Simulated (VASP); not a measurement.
Data:

```
CELL_PARAMETERS angstrom
      4.04935     2.01308     2.01308
      2.01308     4.04935     2.01308
      2.01308     2.01308     4.04935
ATOMIC_POSITIONS crystal
  Ni 0.00000 0.00000 0.00000
  Ni 0.50000 0.50000 0.50000
  O  0.25000 0.25000 0.25000
  O  0.75000 0.75000 0.75000
```
Starting moments (μB, in the order of the record's atoms Ni Ni O O): 1.1 -1.1 0.0 0.0.

Level of theory: LDA (Ceperley-Alder, Perdew-Zunger), VASP's LDA PAW potentials (set 64) (plane waves; VASP). Settings: 620 eV cut-off, 9×9×9 Γ-centred mesh, Gaussian smearing of 0.050 eV, potentials Ni O.

Q: The ions, cell shape and volume at an external pressure of 5.0 GPa are relaxed. What does this cell relax into?

A: 
```
CELL_PARAMETERS angstrom
      4.02160     1.99847     1.99847
      1.99847     4.02160     1.99847
      1.99847     1.99847     4.02160
ATOMIC_POSITIONS crystal
  Ni 0.00000 0.00000 0.00000
  Ni 0.50000 0.50000 0.50000
  O  0.25000 0.25000 0.25000
  O  0.75000 0.75000 0.75000
```
Space group R-3m (166), at a tolerance of 0.03 Å. The cell ends with 0.00 μB, on the sites 1.06 -1.06 0.00 0.00 μB.

Q: How do energy and volume change from the first to the last step?

A: The energy (σ→0) changes by +2.4 meV/atom and the volume by -2.0 %, in 3 ionic steps.

The compound is NiO in the rock salt, AFM-II order structure. This run relaxes it under an external pressure of 5 GPa. Symmetry was kept, so distortions that lower it aren't found.
